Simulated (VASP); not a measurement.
Energy against volume of CsI (CsCl type). All values below come from revTPSS meta-GGA, VASP's PBE PAW potentials (set 64) (plane waves; VASP). Numerical set-up: 520 eV cut-off, 6×6×6 Γ-centred mesh, Gaussian smearing of 0.050 eV, potentials Cs_sv I.

| V (Å³/atom) | E (eV/atom) |
|---|---|
| 47.824 | 18.02274 |
| 49.303 | 18.02128 |
| 50.783 | 18.02266 |
| 52.262 | 18.02636 |

Problem. Fit these four points and predict the energy of the run at 46.345 Å³/atom.

Solution. A cubic in V^(−2/3), the third-order Birch-Murnaghan form, passes through the four points with V0 = 49.27 Å³/atom and B0 = 10 GPa, and gives 18.0277 eV/atom there. The run gave 18.0276 eV/atom, -0.1 meV/atom from the fit; all five points give B0 = 10 GPa.

The compound is CsI in the CsCl type structure. It was relaxed first.
